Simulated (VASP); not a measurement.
A convergence study with VASP on CsI (CsCl type): a few settings are varied, all else stays as given below, so the limit is that of these other settings.

```
CELL_PARAMETERS angstrom
      4.57000     0.00000     0.00000
      0.00000     4.57000     0.00000
      0.00000     0.00000     4.57000
ATOMIC_POSITIONS crystal
  Cs 0.00000 0.00000 0.00000
  I  0.50000 0.50000 0.50000
```

The numbers are results of PBE GGA, VASP's PBE PAW potentials (set 64) (plane waves; VASP), not measurements. The last row used: 550 eV cut-off, 13×13×13 Γ-centred mesh, second-order Methfessel-Paxton smearing of 0.40 eV, potentials Cs_sv I.

Unless said otherwise, spin-orbit coupling is left out, though it shifts the bands of the heavy elements here. Gaps are read on the run's mesh, which can miss a band edge.

```
setting                                   E (eV/atom)  pressure (GPa)  gap on the mesh (eV)  irreducible k-points
----------------------------------------  -----------  --------------  --------------------  --------------------
ISMEAR = -1, SIGMA = 0.01, 3×3×3 mesh         -2.7045            0.85                 3.950                     4
ISMEAR = -1, SIGMA = 0.2, 3×3×3 mesh          -2.7045            0.85                 3.950                     4
ISMEAR = 0, SIGMA = 0.01, 3×3×3 mesh          -2.7045            0.85                 3.950                     4
ISMEAR = 0, SIGMA = 0.2, 3×3×3 mesh           -2.7045            0.85                 3.950                     4
ISMEAR = 1, SIGMA = 0.01, 3×3×3 mesh          -2.7045            0.85                 3.950                     4
ISMEAR = 1, SIGMA = 0.2, 3×3×3 mesh               [?]             [?]                 3.950                     4
ISMEAR = 2, SIGMA = 0.01, 3×3×3 mesh          -2.7045            0.85                 3.950                     4
ISMEAR = 2, SIGMA = 0.2, 3×3×3 mesh           -2.7023            0.83                 3.951                     4
ISMEAR = -1, SIGMA = 0.05, 7×7×7 mesh         -2.7142            0.76                 3.894                    20
ISMEAR = -1, SIGMA = 0.2, 7×7×7 mesh          -2.7141            0.76                 3.894                    20
ISMEAR = 0, SIGMA = 0.05, 7×7×7 mesh          -2.7142            0.76                 3.894                    20
ISMEAR = 0, SIGMA = 0.2, 7×7×7 mesh           -2.7142            0.76                 3.894                    20
ISMEAR = 1, SIGMA = 0.05, 7×7×7 mesh          -2.7141            0.76                 3.894                    20
ISMEAR = 1, SIGMA = 0.2, 7×7×7 mesh           -2.7138            0.74                 3.896                    20
ISMEAR = 2, SIGMA = 0.05, 7×7×7 mesh          -2.7141            0.76                 3.894                    20
ISMEAR = 2, SIGMA = 0.2, 7×7×7 mesh           -2.7139            0.75                 3.895                    20
ISMEAR = -1, SIGMA = 0.05, 13×13×13 mesh      -2.7142            0.76                 3.876                    84
ISMEAR = -1, SIGMA = 0.4, 13×13×13 mesh       -2.7090            0.77                 3.880                    84
ISMEAR = 0, SIGMA = 0.05, 13×13×13 mesh       -2.7142            0.76                 3.876                    84
ISMEAR = 0, SIGMA = 0.4, 13×13×13 mesh        -2.7142            0.76                 3.876                    84
ISMEAR = 1, SIGMA = 0.05, 13×13×13 mesh       -2.7142            0.76                 3.876                    84
ISMEAR = 1, SIGMA = 0.4, 13×13×13 mesh            [?]             [?]                 3.880                    84
ISMEAR = 2, SIGMA = 0.05, 13×13×13 mesh       -2.7142            0.76                 3.876                    84
ISMEAR = 2, SIGMA = 0.4, 13×13×13 mesh        -2.7099            0.74                 3.879                    84
```

### Question
Fill in the missing entries.

### Answer

- ISMEAR = 1, SIGMA = 0.4, 13×13×13 mesh, E (eV/atom): -2.7094
- ISMEAR = 1, SIGMA = 0.4, 13×13×13 mesh, pressure (GPa): 0.72
- ISMEAR = 1, SIGMA = 0.2, 3×3×3 mesh, E (eV/atom): -2.7020
- ISMEAR = 1, SIGMA = 0.2, 3×3×3 mesh, pressure (GPa): 0.84

Left out are rungs that failed or repeat a setting and relaxations that didn't move; long series are thinned to 24 rows.

The compound is CsI in the CsCl type structure. The cell was not relaxed at this level.
